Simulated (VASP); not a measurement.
The system is AsC.

```
C As
1.0
     0.00000    2.39927    2.39927
     2.39927    0.00000    2.39927
     2.39927    2.39927    0.00000
C As
1 1
Cartesian
  0.0000 0.0000 0.0000
  2.3993 2.3993 2.3993
```

The cell was built by a generator and needn't be a form met in nature.

* Program: VASP 6.6.1
* Task: relaxation of cell and atoms
* Functional: r2SCAN
* Potentials or basis: VASP PAW PBE potentials, release 64 (C, As)
* Cutoff: 600 eV
* k mesh: 6 × 6 × 6
* Occupations: fermi-dirac, width 0.1 eV
* Spin: no spin polarisation

At the start: pressure -22.9 GPa; volume 13.81 Å³/atom.

**Question.** How do energy, volume and symmetry change on relaxing?

**Answer.** Over 6 steps the energy falls by 246.1 meV/atom and the volume is 11.00 Å³/atom (-20.4 %); space group Fm-3m (No. 225, to 0.05 Å).

The path:
| step | energy change (eV) | largest force (eV/Å) | pressure (GPa) | volume (Å³) |
| --- | --- | --- | --- | --- |
| 1 | 0.0000 | 0.0000 | -22.92 | 27.62 |
| 2 | -0.4247 | 0.0000 | 15.24 | 20.45 |
| 3 | -0.4921 | 0.0000 | -0.41 | 22.05 |
| 4 | -0.4921 | 0.0000 | 0.36 | 21.94 |
| 5 | -0.4922 | 0.0000 | -0.20 | 22.02 |
| 6 | -0.4922 | 0.0000 | 0.00 | 21.99 |

Final structure:
```
CELL_PARAMETERS angstrom
0.00000 2.22368 2.22368
2.22368 0.00000 2.22368
2.22368 2.22368 0.00000
ATOMIC_POSITIONS crystal
C 0.00000 0.00000 0.00000
As 0.50000 0.50000 0.50000
```

Caveat: the k mesh is coarse (spacing up to 0.38 Å⁻¹), so the values aren't converged; the volume moved by over 15 % at a fixed basis, so the end points are rough; the PAW data sets were made with another functional, which shifts forces and pressure a little.
